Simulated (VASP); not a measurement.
Data:

```
CELL_PARAMETERS angstrom
      2.90103     0.00000     0.00000
      0.00000     2.90103     0.00000
      0.00000     0.00000     2.90103
ATOMIC_POSITIONS crystal
  Ga 0.50000 0.50000 0.50000
  Co 0.00000 0.00000 0.00000
```

Method: revPBE GGA, VASP's PBE PAW potentials (set 64) (plane waves; VASP 6.6.1). Settings: 520 eV cut-off, 11×11×11 Γ-centred mesh, first-order Methfessel-Paxton smearing of 0.10 eV, potentials Ga_d Co.

What does the run give for the energy per atom (σ→0), band gap (on the k-mesh) with the smallest direct gap where there is one?

| Quantity | Result |
|---|---|
| band gap (on the k-mesh) | none (metal, semimetal or under 0.01 eV) |
| energy per atom (σ→0) | -4.857 eV/atom |

The compound is CoGa in the CsCl type structure. It was relaxed first. The start is the result of an earlier pass. The run is not spin-polarised, so no magnetic state was tried.
